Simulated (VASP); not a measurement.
Calculation: vdW-DF-cx, VASP's PBE PAW potentials (set 64) (plane waves; VASP).

A VASP calculation is set up with these files.

**KPOINTS**
```
Automatic mesh
0
Gamma
8 8 8
0 0 0
```

**POSCAR**
```
TiO2
1
   -1.8888267328     1.8888267328     4.7684148961
    1.8888267328    -1.8888267328     4.7684148961
    1.8888267328     1.8888267328    -4.7684148961
Ti O
2 4
Direct
  0.7500000000   0.2500000000   0.5000000000
  1.0000000000   1.0000000000   1.0000000000
  0.5418180820   0.0418180820   0.5000000000
  0.7918180820   0.7918180820   0.0000000000
  0.2081819180   0.2081819180   1.0000000000
  0.9581819180   0.4581819180   0.5000000000
```

### INCAR
```
# general
SYSTEM   = TiO2
PREC     = Accurate
ENCUT    = 520
LREAL    = F
LASPH    = T

# electronic loop
EDIFF    = 1E-6
NELM     = 100
ALGO     = Normal
LMAXMIX  = 4

# smearing
ISMEAR   = 0
SIGMA    = 0.05

# functional
GGA      = CX
LUSE_VDW = T
AGGAC    = 0.0

# ions
IBRION   = 2
NSW      = 60
ISIF     = 3
EDIFFG   = -0.02

# output
LWAVE    = F
LCHARG   = F
```

POTCAR, in this order: Ti_sv O (PBE.64 set). Program: vasp_std.

What VASP printed:

**OUTCAR**
```
 ion  position               nearest neighbor table
   1  0.750  0.250  0.500-   4 1.93   5 1.93   4 1.93   5 1.93   3 1.99   6 1.99
   2  0.000  0.000  0.000-   3 1.93   6 1.93   3 1.93   6 1.93   5 1.99   4 1.99
   3  0.542  0.042  0.500-   2 1.93   2 1.93   1 1.99
   4  0.792  0.792  0.000-   1 1.93   1 1.93   2 1.99
   5  0.208  0.208  0.000-   1 1.93   1 1.93   2 1.99
   6  0.958  0.458  0.500-   2 1.93   2 1.93   1 1.99
  LATTYP: Found a body centered tetragonal cell.
 ALAT       =     3.7776534656
 C/A-ratio  =     2.5245380179
 Subroutine PRICEL returns:
 Original cell was already a primitive cell.
 Subroutine GETGRP returns: Found 16 space group operations
The static configuration has the point symmetry D_2d.
 The point group associated with its full space group is D_4h.
The dynamic configuration has the point symmetry D_2d.
 Subroutine INISYM returns: Found 16 space group operations
 Subroutine IBZKPT returns following result:
 Found     59 irreducible k-points:

 Following reciprocal coordinates:
            Coordinates               Weight
  0.000000  0.000000  0.000000      1.000000
  0.125000 -0.000000  0.000000      8.000000
  0.250000 -0.000000  0.000000      8.000000
...
```

File OSZICAR:
```
       N       E                     dE             d eps       ncg     rms          rms(c)
DAV:   1     0.699585563430E+03    0.69959E+03   -0.25171E+04  3304   0.200E+03
DAV:   2     0.593567072918E+02   -0.64023E+03   -0.62073E+03  3640   0.580E+02
DAV:   3    -0.535564782373E+02   -0.11291E+03   -0.10949E+03  5096   0.214E+02
DAV:   4    -0.588306236833E+02   -0.52741E+01   -0.52686E+01  4544   0.491E+01
DAV:   5    -0.590578776985E+02   -0.22725E+00   -0.22721E+00  4644   0.829E+00    0.330E+01
DAV:   6    -0.428745396064E+02    0.16183E+02   -0.11490E+02  4256   0.104E+02    0.120E+01
DAV:   7    -0.424734343125E+02    0.40111E+00   -0.15906E+01  4304   0.317E+01    0.813E+00
DAV:   8    -0.425476722113E+02   -0.74238E-01   -0.37016E+00  4160   0.186E+01    0.385E+00
DAV:   9    -0.423977656576E+02    0.14991E+00   -0.14395E+00  4468   0.109E+01    0.107E+00
DAV:  10    -0.424080221897E+02   -0.10257E-01   -0.11180E-01  3968   0.258E+00    0.336E-01
DAV:  11    -0.424061754080E+02    0.18468E-02   -0.14398E-02  4044   0.799E-01    0.607E-02
DAV:  12    -0.424064123223E+02   -0.23691E-03   -0.14094E-03  4544   0.362E-01    0.106E-01
DAV:  13    -0.424063207985E+02    0.91524E-04   -0.54922E-04  4580   0.206E-01    0.153E-02
DAV:  14    -0.424063258299E+02   -0.50314E-05   -0.28338E-05  4300   0.413E-02    0.671E-03
DAV:  15    -0.424063260873E+02   -0.25738E-06   -0.37323E-06  3180   0.214E-02
   1 F= -.42406326E+02 E0= -.42406326E+02  d E =-.424063E+02
       N       E                     dE             d eps       ncg     rms          rms(c)
DAV:   1    -0.424791721314E+02   -0.72846E-01   -0.24223E+00  4724   0.175E+01    0.254E+00
DAV:   2    -0.424148877008E+02    0.64284E-01   -0.26835E-01  3732   0.517E+00    0.993E-01
DAV:   3    -0.424026064721E+02    0.12281E-01   -0.97367E-02  3872   0.206E+00    0.223E-01
DAV:   4    -0.424030435555E+02   -0.43708E-03   -0.16507E-02  4716   0.638E-01    0.194E-01
DAV:   5    -0.424035497512E+02   -0.50620E-03   -0.82935E-04  4220   0.265E-01    0.121E-01
DAV:   6    -0.424045150023E+02   -0.96525E-03   -0.20313E-03  5284   0.205E-01    0.606E-02
DAV:   7    -0.424045694975E+02   -0.54495E-04   -0.10274E-04  3996   0.645E-02    0.401E-02
DAV:   8    -0.424045883157E+02   -0.18818E-04   -0.54060E-05  4108   0.664E-02    0.424E-03
DAV:   9    -0.424045891596E+02   -0.84388E-06   -0.61118E-06  4036   0.152E-02
   2 F= -.42404589E+02 E0= -.42404589E+02  d E =0.173693E-02
       N       E                     dE             d eps       ncg     rms          rms(c)
DAV:   1    -0.424335313096E+02   -0.28943E-01   -0.81893E-01  4712   0.101E+01    0.147E+00
DAV:   2    -0.424117793295E+02    0.21752E-01   -0.88110E-02  3784   0.293E+00    0.576E-01
DAV:   3    -0.424075847488E+02    0.41946E-02   -0.31416E-02  3720   0.121E+00    0.120E-01
DAV:   4    -0.424078495710E+02   -0.26482E-03   -0.53725E-03  4460   0.347E-01    0.110E-01
DAV:   5    -0.424080157610E+02   -0.16619E-03   -0.28417E-04  4272   0.159E-01    0.690E-02
DAV:   6    -0.424083423082E+02   -0.32655E-03   -0.60784E-04  5320   0.110E-01    0.349E-02
DAV:   7    -0.424083661492E+02   -0.23841E-04   -0.37389E-05  4096   0.429E-02    0.198E-02
DAV:   8    -0.424083752395E+02   -0.90904E-05   -0.16822E-05  4472   0.343E-02    0.226E-03
DAV:   9    -0.424083763006E+02   -0.10610E-05   -0.16808E-06  2372   0.824E-03    0.159E-03
DAV:  10    -0.424083764852E+02   -0.18467E-06   -0.41967E-07  1852   0.459E-03
   3 F= -.42408376E+02 E0= -.42408376E+02  d E =-.205040E-02
       N       E                     dE             d eps       ncg     rms          rms(c)
DAV:   1    -0.424088750299E+02   -0.49873E-03   -0.27125E-02  3312   0.162E+00    0.134E-01
DAV:   2    -0.424086475853E+02    0.22744E-03   -0.12252E-03  3712   0.345E-01    0.790E-02
DAV:   3    -0.424084975365E+02    0.15005E-03   -0.32955E-04  3940   0.193E-01    0.101E-02
DAV:   4    -0.424084998376E+02   -0.23011E-05   -0.58199E-05  3596   0.791E-02    0.635E-03
DAV:   5    -0.424084995290E+02    0.30863E-06   -0.18917E-06  2456   0.143E-02
   4 F= -.42408500E+02 E0= -.42408500E+02  d E =-.123044E-03
```

OUTCAR:
```
------------------------ aborting loop because EDIFF is reached ----------------------------------------
  FORCE on cell =-STRESS in cart. coord.  units (eV):
  Direction    XX          YY          ZZ          XY          YZ          ZX
  --------------------------------------------------------------------------------------
  Total        0.0101326      0.0101326     -0.0539567      0.0000000     -0.0000000      0.0000000
  in kB        0.2370629      0.2370629     -1.2623688      0.0000000     -0.0000000      0.0000000
  external PRESSURE =      -0.2627477 kB  Pullay stress =       0.0000000 kB
  volume of cell :       68.48
      direct lattice vectors                 reciprocal lattice vectors
    -1.894056563  1.894056563  4.772255369     0.000000000  0.263983669  0.104772264
     1.894056563 -1.894056563  4.772255369     0.263983669  0.000000000  0.104772264
     1.894056563  1.894056563 -4.772255369     0.263983669  0.263983669  0.000000000
 POSITION                                       TOTAL-FORCE (eV/Angst)
 -----------------------------------------------------------------------------------
      0.00000      1.89406      2.38613         0.000000      0.000000      0.000000
      0.00000      0.00000     -0.00000         0.000000      0.000000      0.000000
      0.00000      1.89406      0.39806        -0.000000      0.000000     -0.018201
      1.89406      1.89406      2.78418         0.000000     -0.000000     -0.018201
      0.00000      0.00000      1.98807         0.000000     -0.000000      0.018201
     -0.00000      1.89406      4.37420        -0.000000      0.000000      0.018201
 -----------------------------------------------------------------------------------
    total drift:                               -0.000000     -0.000000      0.000000
  FREE ENERGIE OF THE ION-ELECTRON SYSTEM (eV)
  ---------------------------------------------------
  free  energy   TOTEN  =       -42.4084995290 eV

  energy  without entropy=      -42.4084995290  energy(sigma->0) =      -42.40849953

 reached required accuracy - stopping structural energy minimisation
```
(Selected blocks of OUTCAR.)

### CONTCAR
```
TiO2
   1.00000000000000
    -1.8940565631522270    1.8940565631522270    4.7722553687851503
     1.8940565631522270   -1.8940565631522270    4.7722553687851503
     1.8940565631522270    1.8940565631522270   -4.7722553687851503
  Ti              O
     2     4
Direct
     0.7500000000000000    0.2500000000000000    0.5000000000000000
     0.0000000000000000    0.0000000000000000    0.0000000000000000
     0.5417053642839555    0.0417053642839556    0.5000000000000000
     0.7917053642839555    0.7917053642839555    1.0000000000000000
     0.2082946357160444    0.2082946357160444    0.0000000000000000
     0.9582946357160445    0.4582946357160444    0.5000000000000000
```

The compound is TiO2 in the anatase structure, one of several forms; rutile is the usual stable one. This run relaxes it. Symmetry was kept, so distortions that lower it aren't found. The start is the result of an earlier pass.
